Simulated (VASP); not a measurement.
Here is the system:

```
CELL_PARAMETERS angstrom
      3.96816     0.00000     0.00000
      0.00000     3.96816     0.00000
      0.00000     0.00000     3.96816
ATOMIC_POSITIONS crystal
  Sr 0.00000 0.00000 0.00000
  Ti 0.50000 0.50000 0.50000
  O  0.50000 0.00000 0.50000
  O  0.00000 0.50000 0.50000
  O  0.50000 0.50000 0.00000
```

All values below come from revPBE GGA, VASP's PBE PAW potentials (set 64) (plane waves; VASP 6.6.1). Settings: 520 eV cut-off, 6×6×6 Γ-centred mesh, tetrahedra with Blöchl corrections, potentials Sr_sv Ti_sv O.

The cores are frozen, which limits the accuracy of field gradients.

### Question
Give the principal components of the electric field gradient (V/Å²) and the asymmetry η at each nucleus.

### Answer

```
atom   Vxx   Vyy   Vzz     η
----  ----  ----  ----  ----
Sr1    0.0   0.0   0.0     -
Ti2    0.0   0.0   0.0     -
O3    -8.9  -8.9  17.8  0.00
O4    -8.9  -8.9  17.8  0.00
O5    -8.9  -8.9  17.8  0.00
```

The compound is SrTiO3 in the cubic perovskite structure, the ideal cubic form; the compound distorts at low or room temperature. It was relaxed first.
